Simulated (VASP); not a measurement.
Computed with revTPSS meta-GGA, VASP's PBE PAW potentials (set 64) (plane waves; VASP).

Input for VASP

File POSCAR:
```
CsI
1
    4.5256222631     0.0000000000     0.0000000000
    0.0000000000     4.5256222631     0.0000000000
    0.0000000000     0.0000000000     4.5256222631
Cs I
1 1
Direct
  0.0000000000   0.0000000000   0.0000000000
  0.5000000000   0.5000000000   0.5000000000
```

**KPOINTS**
```
Automatic mesh
0
Gamma
6 6 6
0 0 0
```

### INCAR
```
PREC = Accurate
ALGO = Normal
EDIFF = 1E-7   # SCF stop (eV)
SIGMA = 0.05
LWAVE = .FALSE.
ENCUT = 520   # plane-wave cut-off (eV)
LREAL = .FALSE.
LMAXMIX = 4   # l cut-off of mixed one-centre charges
NELM = 100   # most electronic steps
METAGGA = RTPSS
SYSTEM = CsI
LMIXTAU = .TRUE.
LASPH = .TRUE.
LCHARG = .FALSE.
ISMEAR = 0
ISIF = 2   # forces and stress, cell fixed
```

POTCAR, in this order: Cs_sv I (PBE.64 set). Program: vasp_std.

Unless said otherwise, spin-orbit coupling is left out, though it shifts the bands of the heavy elements here.

What does the run give for the energy per atom (σ→0), band gap (on the k-mesh)?

The energy per atom (σ→0) is 18.028 eV/atom. The band gap (on the k-mesh) comes out as 4.29 eV.

### OSZICAR
```
...
DAV:  15     0.360552750305E+02    0.63138E-05   -0.49597E-05   560   0.105E-01    0.517E-03
DAV:  16     0.360552395798E+02   -0.35451E-04   -0.23259E-05   524   0.675E-02    0.269E-03
DAV:  17     0.360552313155E+02   -0.82643E-05   -0.40297E-06   512   0.206E-02    0.881E-04
DAV:  18     0.360552308111E+02   -0.50445E-06   -0.23604E-07   592   0.632E-03    0.749E-04
DAV:  19     0.360552304690E+02   -0.34203E-06   -0.15549E-07   356   0.630E-03    0.402E-04
DAV:  20     0.360552302053E+02   -0.26368E-06   -0.14522E-07   348   0.345E-03    0.293E-04
DAV:  21     0.360552302418E+02    0.36501E-07   -0.17513E-08   288   0.110E-03
   1 F= 0.36055230E+02 E0= 0.36055230E+02  d E =-.467025E-13
```

The compound is CsI in the CsCl type structure. This cell is one point of a volume scan, at 0.94 of the reference volume.
